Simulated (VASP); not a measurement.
Calculation: PBE GGA, VASP's PBE PAW potentials (set 64) (plane waves; VASP 6.6.1).

Input for VASP

**POSCAR**
```
GaZn35O36
1.0
  4.9323206900  -8.5430313936   0.0000000000
  4.9323206900   8.5430313936   0.0000000000
  0.0000000000   0.0000000000  10.5847753959
Zn O Ga
35 36 1
Cart
  1.6441052526  -0.9492247612   2.6461938490
  1.6441052526   0.9492247612   0.0000000000
  1.6441052526  -0.9492247612   7.9385815469
  1.6441052526   0.9492247612   5.2923876979
  3.2882105051   1.8984495223   2.6461938490
  3.2882154374   3.7969075877   0.0000000000
  3.2882105051   1.8984495223   7.9385815469
  3.2882154374   3.7969075877   5.2923876979
  4.9323206900   4.7461323489   2.6461938490
  4.9323206900   6.6445818713   0.0000000000
  4.9323206900   4.7461323489   7.9385815469
  4.9323206900   6.6445818713   5.2923876979
  3.2882154374  -3.7969075877   2.6461938490
  3.2882105051  -1.8984495223   0.0000000000
  3.2882154374  -3.7969075877   7.9385815469
  3.2882105051  -1.8984495223   5.2923876979
  4.9323206900  -0.9492333042   2.6461938490
  4.9323206900   0.9492333042   0.0000000000
  4.9323206900  -0.9492333042   7.9385815469
  6.5764308749   1.8984495223   2.6461938490
  6.5764259426   3.7969075877   0.0000000000
  6.5764308749   1.8984495223   7.9385815469
  6.5764259426   3.7969075877   5.2923876979
  4.9323206900  -6.6445818713   2.6461938490
  4.9323206900  -4.7461323489   0.0000000000
  4.9323206900  -6.6445818713   7.9385815469
  4.9323206900  -4.7461323489   5.2923876979
  6.5764259426  -3.7969075877   2.6461938490
  6.5764308749  -1.8984495223   0.0000000000
  6.5764259426  -3.7969075877   7.9385815469
  6.5764308749  -1.8984495223   5.2923876979
  8.2205361274  -0.9492247612   2.6461938490
  8.2205361274   0.9492247612   0.0000000000
  8.2205361274  -0.9492247612   7.9385815469
  8.2205361274   0.9492247612   5.2923876979
  1.6441052526  -0.9492247612   4.6678859496
  1.6441052526   0.9492247612   2.0216921006
  1.6441052526  -0.9492247612   9.9602736475
  1.6441052526   0.9492247612   7.3140797986
  3.2929406007   1.8927171483   4.6207625295
  3.2882154374   3.7969075877   2.0216921006
  3.2882105051   1.8984495223   9.9602736475
  3.2882154374   3.7969075877   7.3140797986
  4.9323206900   4.7461323489   4.6678859496
  4.9323206900   6.6445818713   2.0216921006
  4.9323206900   4.7461323489   9.9602736475
  4.9323206900   6.6445818713   7.3140797986
  3.2882154374  -3.7969075877   4.6678859496
  3.2882105051  -1.8984495223   2.0216921006
  3.2882154374  -3.7969075877   9.9602736475
  3.2882105051  -1.8984495223   7.3140797986
  4.9133460523  -0.9218016304   4.6387989868
  4.9323206900   0.9492333042   2.0216921006
  4.9323206900  -0.9492333042   9.9602736475
  4.9561980545   0.9469010566   7.3344660760
  6.5496138473   1.8559137690   4.6745649429
  6.5764259426   3.7969075877   2.0216921006
  6.5764308749   1.8984495223   9.9602736475
  6.5764259426   3.7969075877   7.3140797986
  4.9323206900  -6.6445818713   4.6678859496
  4.9323206900  -4.7461323489   2.0216921006
  4.9323206900  -6.6445818713   9.9602736475
  4.9323206900  -4.7461323489   7.3140797986
  6.5764259426  -3.7969075877   4.6678859496
  6.5764308749  -1.8984495223   2.0216921006
  6.5764259426  -3.7969075877   9.9602736475
  6.5764308749  -1.8984495223   7.3140797986
  8.2205361274  -0.9492247612   4.6678859496
  8.2205361274   0.9492247612   2.0216921006
  8.2205361274  -0.9492247612   9.9602736475
  8.2205361274   0.9492247612   7.3140797986
  4.9079550258   0.9863442326   5.2849254313
```

**KPOINTS**
```
Regular mesh
0
Gamma
  1 1 1
0 0 0
```

**INCAR**
```
! general
SYSTEM  = GaZn35O36
PREC    = Normal
ENCUT   = 400
LREAL   = Auto
LASPH   = T
ISYM    = 0
NELECT  = 640.0

! electronic loop
EDIFF   = 1E-5
NELM    = 100
NELMIN  = 4
ALGO    = Fast
LMAXMIX = 4

! smearing
ISMEAR  = 0
SIGMA   = 0.05

! functional
GGA     = PE

! ions
IBRION  = 2
NSW     = 60
ISIF    = 2
EDIFFG  = -0.03

! output
LWAVE   = F
LCHARG  = F
```

POTCAR, in this order: Zn O Ga (PBE.64 set). Program: vasp_gam.

Task: What will the output report for the number of irreducible k-points (NKPTS), largest plane-wave count, FFT grid (NGX, NGY, NGZ)?

Result: 
```
Item                                           Value
--------------------------------------  ------------
number of irreducible k-points (NKPTS)             1
largest plane-wave count                        8073
FFT grid (NGX, NGY, NGZ)                48 × 48 × 54
```

The cell is a supercell with a defect, built from ZnO (wurtzite): Ga_Zn, charge -1. The run is not spin-polarised, so no state with unpaired spins was tried.
